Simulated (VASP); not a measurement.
Given:

```xyz
4
Lattice="2.7832 0.0000 0.0000 -1.3916 2.4103 0.0000 0.0000 0.0000 4.8045" Properties=species:S:1:pos:R:3 pbc="T T T"
Li     0.0000     0.0000     0.0000
Li     0.0000     0.0000     2.4022
F      0.0000     1.6069     1.2011
F      1.3916     0.8034     3.6033
```

Calculation: PBEsol GGA, VASP's PBE PAW potentials (set 64) (plane waves; VASP). Numerical set-up: 520 eV cut-off, Gaussian smearing of 0.050 eV, potentials Li_sv F.

Problem. Give the energies of bands 5 to 11 at the high-symmetry points, in eV from the valence-band maximum.

Solution. 
```json
[
 {"band": "5", "Γ": "-2.73", "M": "-2.72", "K": "-2.00", "A": "-1.64", "L": "-2.93", "H": "-2.60"},
 {"band": "6", "Γ": "-0.31", "M": "-2.52", "K": "-2.00", "A": "-1.64", "L": "-2.93", "H": "-2.60"},
 {"band": "7", "Γ": "-0.17", "M": "-1.95", "K": "-1.85", "A": "-0.09", "L": "-0.97", "H": "-1.80"},
 {"band": "8", "Γ": "-0.17", "M": "-0.97", "K": "-1.76", "A": "-0.09", "L": "-0.97", "H": "-1.80"},
 {"band": "9", "Γ": "0.00", "M": "-0.71", "K": "-1.31", "A": "-0.09", "L": "-0.65", "H": "-0.58"},
 {"band": "10", "Γ": "0.00", "M": "-0.30", "K": "-1.31", "A": "-0.09", "L": "-0.65", "H": "-0.58"},
 {"band": "11", "Γ": "8.95", "M": "10.97", "K": "13.48", "A": "10.23", "L": "12.45", "H": "13.21"}
]
```

The gap is direct, 8.95 eV, from the valence maximum at Γ to the conduction minimum at Γ.

The structure was generated: LiF was put into the NiAs type type (P6_3/mmc), which need not be its known phase. It was relaxed first.
